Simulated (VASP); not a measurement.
VASP ran on this input.

**INCAR**
```
# general
SYSTEM  = VN
PREC    = Accurate
ENCUT   = 400   # plane-wave cut-off (eV)
LREAL   = .FALSE.
LASPH   = .TRUE.

# electronic loop
EDIFF   = 1E-6
NELM    = 100   # most electronic steps
ALGO    = Normal   # blocked Davidson
LMAXMIX = 4   # l cut-off of mixed one-centre charges

# smearing
ISMEAR  = -1   # Fermi-Dirac
SIGMA   = 0.1   # width (eV)

# ions
ISIF    = 2

# output
LWAVE   = .FALSE.
LCHARG  = .FALSE.
```

**KPOINTS**
```
K-points
0
gamma
18 18 18
0 0 0
```

**POSCAR**
```
VN
1
    0.0000000000     2.0836620000     2.0836620000
    2.0836620000     0.0000000000     2.0836620000
    2.0836620000     2.0836620000     0.0000000000
V N
1 1
Direct
  0.0000000000   0.0000000000   0.0000000000
  0.5000000000   0.5000000000   0.5000000000
```

POTCAR, in this order: V_sv N (LDA.64 set). Program: vasp_std.

Q: Translate this LDA calculation to Ansatz.

A: One equivalent input (not run):
Ansatz 0.2 input:
```yaml
crystal:
  lattice:
    - [0.0000000, 2.0836620, 2.0836620]
    - [2.0836620, 0.0000000, 2.0836620]
    - [2.0836620, 2.0836620, 0.0000000]
  atoms:
    - { symbol: V, position: [0.0000000, 0.0000000, 0.0000000] }
    - { symbol: N, position: [0.5000000, 0.5000000, 0.5000000] }
kpoints:
  mp_grid: { grid: [18, 18, 18] }
hamiltonian:
  xc: lda
  pseudopotentials: { kind: paw }
scf:
  occupations: { method: fermi_dirac, width: 0.1 }
  max_iter: 100
output: { forces: true, stress: true, eigenvalues: true }
```
What does not carry over: each code has its own PAW files, so the cut-off isn't converted (ENCUT is set for VASP's; basis.ecutwfc is left out, and Ansatz then takes the one that its files recommend); Ansatz stops its SCF on the density residual and VASP on the energy change (EDIFF); Ansatz's lda is the Perdew-Wang form, while the LDA potentials of VASP carry Perdew-Zunger's.

The structure is a typed VN crystal (Fm-3m). The cell was not relaxed at this level.
